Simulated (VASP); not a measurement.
Data:

```
CELL_PARAMETERS angstrom
      1.60500    -2.77994     0.00000
      1.60500     2.77994     0.00000
      0.00000     0.00000     5.21000
ATOMIC_POSITIONS crystal
  Mg 0.33333 0.66667 0.25000
  Mg 0.66667 0.33333 0.75000
```

Level of theory: optB88-vdW, VASP's PBE PAW potentials (set 64) (plane waves; VASP). Run with 520 eV cut-off, 12×12×7 Γ-centred mesh, first-order Methfessel-Paxton smearing of 0.10 eV, potentials Mg.

Energy and stress use the plane-wave basis of the starting cell.

Problem. The ions, cell shape and volume are relaxed. Give the cell that the relaxation ends in.

Solution. 
```
CELL_PARAMETERS angstrom
      1.60017    -2.77158     0.00000
      1.60017     2.77158     0.00000
      0.00000     0.00000     5.09291
ATOMIC_POSITIONS crystal
  Mg 0.33333 0.66667 0.25000
  Mg 0.66667 0.33333 0.75000
```
Space group P6_3/mmc (194), at a tolerance of 0.03 Å.

Problem. How do energy and volume change from the first to the last step?

Solution. The energy (σ→0) changes by -3.5 meV/atom and the volume by -2.8 %, in 8 ionic steps.

The compound is Mg in the hcp structure. This run relaxes it. Symmetry was kept, so distortions that lower it aren't found.
